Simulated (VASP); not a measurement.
# Relaxed cell of Iridium: a test of cutoff and mesh, part 2 of 2

Aim: test the relaxed volume of Iridium against cutoff and mesh. The starting structure is a measured crystal structure from the Crystallography Open Database. The first relaxation on each setting starts from this cell expanded by 3 % in volume.

VASP 6.6.1.

Results so far: reference 14.08 Å³ an atom; a cutoff of 210 eV 13.94 Å³ an atom; an 11×11×11 mesh 14.10 Å³ an atom.

### Step 5. Relaxation with a cutoff of 600 eV

Level of this step: PBEsol; plane waves and PAW (Ir) (VASP).

Against step 2 the input has ENCUT = 600. This run starts from the cell of an earlier relaxation, which isn't shown; the restart sets up the plane waves anew.

INCAR

```
SYSTEM = Ir
PREC = Accurate
ENCUT = 600
EDIFF = 1E-06
NELM = 100
ISMEAR = 1
SIGMA = 0.15
LREAL = .FALSE.
ALGO = Normal
GGA = PS
NBANDS = 10
LORBIT = 11
LWAVE = .FALSE.
LCHARG = .FALSE.
KPAR = 4
IBRION = 2
NSW = 50
ISIF = 3
EDIFFG = -0.006
```

POSCAR

```
Ir
1.0
    0.0000000000      1.9166063013      1.9166063013
    1.9166063013      0.0000000000      1.9166063013
    1.9166063013      1.9166063013      0.0000000000
Ir
1
Direct
    0.0000000000      0.0000000000      0.0000000000
```

KPOINTS

```
Automatic mesh
0
Gamma
20 20 20
0 0 0
```

The projector-augmented-wave data sets are Ir (PBE family, release 64).

Run with:

```sh
mpirun -np 4 vasp_std
```

Log:

```text
[... set-up lines as in an earlier step ...]
 entering main loop
       N       E                     dE             d eps       ncg     rms          rms(c)
DAV:   1     0.515247213001E+02    0.51525E+02   -0.47835E+03  5136   0.924E+02
DAV:   2    -0.947441024298E+01   -0.60999E+02   -0.58248E+02  5198   0.207E+02
DAV:   3    -0.104501291825E+02   -0.97572E+00   -0.97275E+00  6110   0.318E+01
DAV:   4    -0.104586364245E+02   -0.85072E-02   -0.85056E-02  5820   0.271E+00
[...]
DAV:  10    -0.982311318025E+01    0.85255E-05   -0.13797E-05  7392   0.380E-02    0.166E-02
DAV:  11    -0.982311497847E+01   -0.17982E-05   -0.11863E-06  4972   0.689E-03    0.171E-03
DAV:  12    -0.982311501819E+01   -0.39717E-07   -0.28919E-08  2728   0.192E-03
   1 F= -.98231150E+01 E0= -.98236561E+01  d E =-.982312E+01
[...]
reached required accuracy - stopping structural energy minimisation
```

It took 16 s on 4 MPI ranks of AMD EPYC 7R43, shared host; peak memory 0.59 GiB; 61 s of CPU time.

OUTCAR, selected parts (step 5):

```text
  Total        0.0003017      0.0003017      0.0003017      0.0000000      0.0000000     -0.0000000
  in kB        0.0343298      0.0343298      0.0343298      0.0000000      0.0000000     -0.0000000
  external PRESSURE =       0.0343298 kB  Pullay stress =       0.0000000 kB

 POSITION                                       TOTAL-FORCE (eV/Angst)
 -----------------------------------------------------------------------------------
      0.00000      0.00000      0.00000        -0.000000     -0.000000     -0.000000
 -----------------------------------------------------------------------------------
    total drift:                               -0.000000     -0.000000     -0.000000

  FREE ENERGIE OF THE ION-ELECTRON SYSTEM (eV)
  ---------------------------------------------------
  free  energy   TOTEN  =        -9.8231150182 eV

  energy  without entropy=       -9.8247383837  energy(sigma->0) =       -9.82365614

[... 2 parts as in an earlier step ...]

[... 2 further parts left out ...]
[key lines of the parts left out:]
E-fermi :  10.2750
```

With a cutoff of 600 eV the cell ends at 14.081 Å³ an atom, +0.03 % from the reference.

### Step 6. Relaxation with a 28×28×28 mesh

Against step 2 the input has a 28×28×28 mesh. This run starts from the cell of an earlier relaxation, which isn't shown; the restart sets up the plane waves anew.

Changes to INCAR since step 5:

```diff
@@ -2,3 +2,3 @@
 PREC = Accurate
-ENCUT = 600
+ENCUT = 450
 EDIFF = 1E-06
```

POSCAR

```
Ir
1.0
    0.0000000000      1.9166128683      1.9166128683
    1.9166128683      0.0000000000      1.9166128683
    1.9166128683      1.9166128683      0.0000000000
Ir
1
Direct
    0.0000000000      0.0000000000      0.0000000000
```

KPOINTS

```
Automatic mesh
0
Gamma
28 28 28
0 0 0
```

Run with:

```sh
mpirun -np 4 vasp_std
```

Log:

```text
[... set-up lines as in an earlier step ...]
 entering main loop
       N       E                     dE             d eps       ncg     rms          rms(c)
DAV:   1     0.427304046586E+02    0.42730E+02   -0.39755E+03 12712   0.722E+02
DAV:   2    -0.964853792043E+01   -0.52379E+02   -0.49566E+02 12848   0.187E+02
DAV:   3    -0.104461776634E+02   -0.79764E+00   -0.79524E+00 14560   0.277E+01
DAV:   4    -0.104534932566E+02   -0.73156E-02   -0.73145E-02 14150   0.250E+00
[...]
DAV:  10    -0.981811216784E+01    0.10674E-04   -0.15019E-05 18028   0.405E-02    0.168E-02
DAV:  11    -0.981811384012E+01   -0.16723E-05   -0.11834E-06 12078   0.688E-03    0.181E-03
DAV:  12    -0.981811386380E+01   -0.23686E-07   -0.27203E-08  6688   0.178E-03
   1 F= -.98181139E+01 E0= -.98180254E+01  d E =-.981811E+01
[...]
reached required accuracy - stopping structural energy minimisation
```

Wall time 23 s (4 MPI ranks); peak memory 0.6 GiB.

OUTCAR, selected parts (step 6):

```text
  Total        0.0013006      0.0013006      0.0013006     -0.0000000      0.0000000      0.0000000
  in kB        0.1479862      0.1479862      0.1479862     -0.0000000      0.0000000      0.0000000
  external PRESSURE =       0.1479862 kB  Pullay stress =       0.0000000 kB

  FREE ENERGIE OF THE ION-ELECTRON SYSTEM (eV)
  ---------------------------------------------------
  free  energy   TOTEN  =        -9.8181138638 eV

  energy  without entropy=       -9.8178485790  energy(sigma->0) =       -9.81802544

[... 2 parts as in an earlier step ...]

[... 3 further parts left out ...]
[key lines of the parts left out:]
E-fermi :  10.3036
```

With a 28×28×28 mesh the cell ends at 14.081 Å³ an atom, +0.03 % from the reference.

### Step 7. The runs compared

| run | volume (Å³/atom) | change (%) | pressure left (GPa) | core minutes |
| --- | --- | --- | --- | --- |
| reference | 14.077 | - | 0.01 | 3.07 |
| a cutoff of 210 eV | 13.938 | -0.99 | 0.0 | 1.39 |
| an 11×11×11 mesh | 14.101 | 0.17 | 0.01 | 1.0 |
| a cutoff of 600 eV | 14.081 | 0.03 | 0.0 | 4.8 |
| a 28×28×28 mesh | 14.081 | 0.03 | 0.01 | 6.8 |

Core minutes are wall time times ranks, summed over the relaxations behind a row (those for a bulk modulus apart), on shared hosts.

### Step 8. Outcome

| Property | Result |
| --- | --- |
| volume of the reference | 14.08 Å³/atom |
| volume against the reference, a cutoff of 210 eV | -0.99 % |
| volume against the reference, an 11×11×11 mesh | +0.17 % |
| volume against the reference, a cutoff of 600 eV | +0.03 % |
| volume against the reference, a 28×28×28 mesh | +0.03 % |

In words: The volume moves most with a cutoff of 210 eV: -0.99 % against the reference (450 eV, 20×20×20 mesh). On finer settings it changes by +0.03 % with a cutoff of 600 eV and +0.03 % with a 28×28×28 mesh. A cell that shrinks at the lower cutoff is the usual mark of Pulay stress, the error that a plane-wave basis makes when it is kept while the volume changes. Further runs on this material are not shown.

[Lines on the potential files, build, host, timing and source positions are cut from VASP's logs without a mark.]

[Logs are printed without paths, hosts, clocks, repeated set-up lines and the standing remarks that a program may print on its own settings, such as how far it seeks lower states.]

[Hosts, paths, dates, database ids (printed as entryN), source tags and the programs' standing remarks are cut or masked in the printed files.]
